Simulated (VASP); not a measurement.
Output of a VASP run:

OSZICAR:
```
       N       E                     dE             d eps       ncg     rms          rms(c)
DAV:   1    -0.470932513812E+03   -0.47093E+03   -0.56975E-04   520   0.157E-02    0.443E-03
RMM:   2    -0.470932514364E+03   -0.55187E-06   -0.55678E-06   337   0.495E-03    0.334E-03
RMM:   3    -0.470932514397E+03   -0.33418E-07   -0.10359E-06   344   0.244E-03    0.109E-03
RMM:   4    -0.470932514495E+03   -0.97883E-07   -0.26306E-07   304   0.113E-03
   1 F= -.47093251E+03 E0= -.47093251E+03  d E =-.213906E-21
```

### OUTCAR
```
------------------------ aborting loop because EDIFF is reached ----------------------------------------
  FORCE on cell =-STRESS in cart. coord.  units (eV):
  Direction    XX          YY          ZZ          XY          YZ          ZX
  --------------------------------------------------------------------------------------
  Total      -12.7437171    -12.7437171    -19.9550376      0.0000000     -0.0000000      0.0000000
  in kB      -27.6561330    -27.6561330    -43.3059813      0.0000000     -0.0000000      0.0000000
  external PRESSURE =     -32.8727491 kB  Pullay stress =       0.0000000 kB
  volume of cell :      738.27
      direct lattice vectors                 reciprocal lattice vectors
     7.895409562  0.000000000  0.000000000     0.126655874  0.000000000  0.000000000
     0.000000000  7.895409562  0.000000000     0.000000000  0.126655874  0.000000000
     0.000000000  0.000000000 11.843114343     0.000000000  0.000000000  0.084437249
 POSITION                                       TOTAL-FORCE (eV/Angst)
 -----------------------------------------------------------------------------------
      0.00000      0.00000      0.00000         0.000000      0.000000      0.000000
      0.00000      0.00000      3.94770        -0.000000      0.000000     -0.000000
      0.00000      0.00000      7.89541        -0.000000     -0.000000      0.000000
      0.00000      3.94770      0.00000         0.000000     -0.000000     -0.000000
      0.00000      3.94770      3.94770        -0.000000     -0.000000      0.000000
      0.00000      3.94770      7.89541        -0.000000     -0.000000     -0.000000
      3.94770      0.00000      0.00000         0.000000      0.000000      0.000000
      3.94770      0.00000      3.94770         0.000000     -0.000000      0.000000
      3.94770      0.00000      7.89541         0.000000     -0.000000      0.000000
      3.94770      3.94770      0.00000         0.000000     -0.000000     -0.000000
      3.94770      3.94770      3.94770        -0.000000     -0.000000      0.000000
      3.94770      3.94770      7.89541         0.000000     -0.000000     -0.000000
      1.97385      1.97385      1.97386        -0.000000     -0.000000     -0.000000
      1.97385      1.97385      5.92156         0.000000      0.000000     -0.000000
      1.97385      1.97385      9.86926         0.000000      0.000000     -0.000000
      1.97385      5.92156      1.97386        -0.000000      0.000000      0.000000
      1.97385      5.92156      5.92156        -0.000000      0.000000      0.000000
      1.97385      5.92156      9.86926         0.000000     -0.000000      0.000000
      5.92156      1.97385      1.97386         0.000000     -0.000000      0.000000
      5.92156      1.97385      5.92156         0.000000     -0.000000      0.000000
      5.92156      1.97385      9.86926        -0.000000     -0.000000      0.000000
      5.92156      5.92156      1.97386        -0.000000      0.000000     -0.000000
      5.92156      5.92156      5.92156         0.000000     -0.000000     -0.000000
      5.92156      5.92156      9.86926        -0.000000     -0.000000     -0.000000
      1.97385      0.00000      1.97386        -0.000000     -0.000000      0.000000
      0.00000      1.97385      1.97386         0.000000      0.000000     -0.000000
      1.97385      1.97385      0.00000         0.000000      0.000000      0.000000
      1.97385      0.00000      5.92156        -0.000000     -0.000000      0.000000
      0.00000      1.97385      5.92156         0.000000      0.000000      0.000000
      1.97385      1.97385      3.94770         0.000000      0.000000      0.000000
      1.97385      0.00000      9.86926        -0.000000     -0.000000     -0.000000
      0.00000      1.97385      9.86926        -0.000000      0.000000     -0.000000
      1.97385      1.97385      7.89541         0.000000      0.000000     -0.000000
      1.97385      3.94770      1.97386        -0.000000     -0.000000     -0.000000
      0.00000      5.92156      1.97386        -0.000000     -0.000000     -0.000000
      1.97385      5.92156      0.00000         0.000000      0.000000      0.000000
      1.97385      3.94770      5.92156         0.000000      0.000000     -0.000000
      0.00000      5.92156      5.92156        -0.000000     -0.000000      0.000000
      1.97385      5.92156      3.94770         0.000000      0.000000     -0.000000
      1.97385      3.94770      9.86926         0.000000     -0.000000      0.000000
      0.00000      5.92156      9.86926         0.000000     -0.000000     -0.000000
      1.97385      5.92156      7.89541         0.000000      0.000000     -0.000000
      5.92156      0.00000      1.97386         0.000000     -0.000000      0.000000
      3.94770      1.97385      1.97386        -0.000000     -0.000000     -0.000000
      5.92156      1.97385      0.00000        -0.000000     -0.000000      0.000000
      5.92156      0.00000      5.92156         0.000000      0.000000      0.000000
      3.94770      1.97385      5.92156        -0.000000     -0.000000     -0.000000
      5.92156      1.97385      3.94770        -0.000000     -0.000000     -0.000000
      5.92156      0.00000      9.86926        -0.000000     -0.000000     -0.000000
      3.94770      1.97385      9.86926         0.000000     -0.000000      0.000000
      5.92156      1.97385      7.89541        -0.000000     -0.000000      0.000000
      5.92156      3.94770      1.97386        -0.000000      0.000000     -0.000000
      3.94770      5.92156      1.97386         0.000000      0.000000     -0.000000
      5.92156      5.92156      0.00000        -0.000000     -0.000000     -0.000000
      5.92156      3.94770      5.92156         0.000000      0.000000     -0.000000
      3.94770      5.92156      5.92156         0.000000     -0.000000     -0.000000
...
```
(Selected blocks of OUTCAR.)

### POSCAR
```
Sr12Ti12O36
1
    7.8954095621     0.0000000000     0.0000000000
    0.0000000000     7.8954095621     0.0000000000
    0.0000000000     0.0000000000    11.8431143431
Sr Ti O
12 12 36
Direct
  0.0000000000   0.0000000000   0.0000000000
  0.0000000000   0.0000000000   0.3333330000
  0.0000000000   0.0000000000   0.6666670000
  0.0000000000   0.5000000000   0.0000000000
  0.0000000000   0.5000000000   0.3333330000
  0.0000000000   0.5000000000   0.6666670000
  0.5000000000   0.0000000000   0.0000000000
  0.5000000000   0.0000000000   0.3333330000
  0.5000000000   0.0000000000   0.6666670000
  0.5000000000   0.5000000000   0.0000000000
  0.5000000000   0.5000000000   0.3333330000
  0.5000000000   0.5000000000   0.6666670000
  0.2500000000   0.2500000000   0.1666670000
  0.2500000000   0.2500000000   0.5000000000
  0.2500000000   0.2500000000   0.8333330000
  0.2500000000   0.7500000000   0.1666670000
  0.2500000000   0.7500000000   0.5000000000
  0.2500000000   0.7500000000   0.8333330000
  0.7500000000   0.2500000000   0.1666670000
  0.7500000000   0.2500000000   0.5000000000
  0.7500000000   0.2500000000   0.8333330000
  0.7500000000   0.7500000000   0.1666670000
  0.7500000000   0.7500000000   0.5000000000
  0.7500000000   0.7500000000   0.8333330000
  0.2500000000   0.0000000000   0.1666670000
  0.0000000000   0.2500000000   0.1666670000
  0.2500000000   0.2500000000   0.0000000000
  0.2500000000   0.0000000000   0.5000000000
  0.0000000000   0.2500000000   0.5000000000
  0.2500000000   0.2500000000   0.3333330000
  0.2500000000   0.0000000000   0.8333330000
  0.0000000000   0.2500000000   0.8333330000
  0.2500000000   0.2500000000   0.6666670000
  0.2500000000   0.5000000000   0.1666670000
  0.0000000000   0.7500000000   0.1666670000
  0.2500000000   0.7500000000   0.0000000000
  0.2500000000   0.5000000000   0.5000000000
  0.0000000000   0.7500000000   0.5000000000
  0.2500000000   0.7500000000   0.3333330000
  0.2500000000   0.5000000000   0.8333330000
  0.0000000000   0.7500000000   0.8333330000
  0.2500000000   0.7500000000   0.6666670000
  0.7500000000   0.0000000000   0.1666670000
  0.5000000000   0.2500000000   0.1666670000
  0.7500000000   0.2500000000   0.0000000000
  0.7500000000   0.0000000000   0.5000000000
  0.5000000000   0.2500000000   0.5000000000
  0.7500000000   0.2500000000   0.3333330000
  0.7500000000   0.0000000000   0.8333330000
  0.5000000000   0.2500000000   0.8333330000
  0.7500000000   0.2500000000   0.6666670000
  0.7500000000   0.5000000000   0.1666670000
  0.5000000000   0.7500000000   0.1666670000
  0.7500000000   0.7500000000   0.0000000000
  0.7500000000   0.5000000000   0.5000000000
  0.5000000000   0.7500000000   0.5000000000
  0.7500000000   0.7500000000   0.3333330000
  0.7500000000   0.5000000000   0.8333330000
  0.5000000000   0.7500000000   0.8333330000
  0.7500000000   0.7500000000   0.6666670000
```

**Question.** Write an INCAR and KPOINTS that could have produced this output.

**Answer.** This is not unique; one that fits is the input of the run itself, PBE GGA, plane waves, VASP's PBE PAW potentials (set 64).

KPOINTS:
```
Automatic mesh
0
Gamma
1 1 1
0 0 0
```

**INCAR**
```
SYSTEM = Sr12Ti12O36
PREC = Normal; ENCUT = 400; LREAL = Auto
LASPH = T
EDIFF = 1E-6; NELM = 100; NELMIN = 4
ALGO = Fast; LMAXMIX = 4
ISMEAR = 0; SIGMA = 0.05
GGA = PE
LWAVE = F; LCHARG = F; LORBIT = 11
LVHAR = T
```

POTCAR, in this order: Sr_sv Ti O (PBE.64 set). Program: vasp_gam. Read from the step before: WAVECAR.

At this cut-off the stress carries a Pulay error, which pulls relaxed volumes low. The supercell is sampled at Γ alone, which is coarse: total energies, pressure and levels can be off, energies of defects by several tenths of an eV.

The cell is a supercell, built from SrTiO3 (cubic perovskite, the ideal cubic form; the compound distorts at low or room temperature).
